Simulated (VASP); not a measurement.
# InAs (relaxed from the WC structure, space group P-6m2): computed properties

The numbers are results of r2SCAN meta-GGA, VASP's PBE PAW potentials (set 64) (plane waves; VASP), not measurements.

| Item | Result |
|---|---|
| space group | P-6m2 (187) |
| cell | a = b = 3.9543 Å, c = 3.5321 Å, α = β = 90.00°, γ = 120.00° |
| volume per atom | 23.92 Å³/atom |
| band gap (over mesh and band path) | none (metal, semimetal or under 0.01 eV) |
| density | 6.59 g/cm³ |

```yaml
crystal:
  lattice:
    - [3.95433, 0.00000, 0.00000]
    - [-1.97716, 3.42455, 0.00000]
    - [0.00000, 0.00000, 3.53206]
  atoms:
    - { symbol: In, position: [0.00000, 0.00000, 0.00000] }
    - { symbol: As, position: [0.66667, 0.33333, 0.50000] }
```

Unless said otherwise, spin-orbit coupling is left out, though it shifts the bands of the heavy elements here.

The structure was generated: InAs was put into the WC type (P-6m2), which need not be its known phase. It was relaxed first, which changed the volume by +13 %. Symmetry was kept, so distortions that lower it aren't found.
